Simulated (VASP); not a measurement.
An input for Ansatz (written as the equivalent of a VASP run, and not itself run):

Ansatz 0.2 input:
```yaml
crystal:
  lattice:
    - [0.0000000, 2.1950000, 2.1950000]
    - [2.1950000, 0.0000000, 2.1950000]
    - [2.1950000, 2.1950000, 0.0000000]
  atoms:
    - { symbol: Nb, position: [0.0000000, 0.0000000, 0.0000000] }
    - { symbol: N, position: [0.5000000, 0.5000000, 0.5000000] }
kpoints:
  mp_grid: { grid: [13, 13, 13] }
hamiltonian:
  xc: pbe
  pseudopotentials: { kind: paw }
scf:
  occupations: { method: methfessel_paxton, width: 0.1 }
  max_iter: 100
output: { forces: true, stress: true, eigenvalues: true }
```

**Question.** Write the VASP files for the same calculation (PBE).

**Answer.** Several could match; the one computed here: 
File KPOINTS:
```
Automatic mesh
0
Gamma
13 13 13
0 0 0
```

### INCAR
```
NELM  =  100
LREAL  =  .False.   ! projection in real space or not
ENCUT  =  520   ! plane-wave cut-off (eV)
GGA  =  PE
LCHARG  =  .False.
SIGMA  =  0.1   ! width (eV)
LASPH  =  .True.
ISMEAR  =  1   ! Methfessel-Paxton
LWAVE  =  .False.
SYSTEM  =  NbN
PREC  =  Accurate
ALGO  =  Normal   ! blocked Davidson
ISIF  =  2   ! forces and stress, cell fixed
LMAXMIX  =  4   ! l cut-off of mixed one-centre charges
EDIFF  =  1E-6   ! SCF stop (eV)
```

POSCAR:
```
NbN
1
    0.0000000000     2.1950000000     2.1950000000
    2.1950000000     0.0000000000     2.1950000000
    2.1950000000     2.1950000000     0.0000000000
Nb N
1 1
Direct
  0.0000000000   0.0000000000   0.0000000000
  0.5000000000   0.5000000000   0.5000000000
```

POTCAR, in this order: Nb_sv N (PBE.64 set). Program: vasp_std.

What does not carry over: each code has its own PAW files, so the cut-off isn't converted (ENCUT is set for VASP's; basis.ecutwfc is left out, and Ansatz then takes the one that its files recommend); Ansatz stops its SCF on the density residual and VASP on the energy change (EDIFF).

The compound is NbN in the rock salt structure, the cubic δ form, which competes with hexagonal ones. The cell was not relaxed at this level.
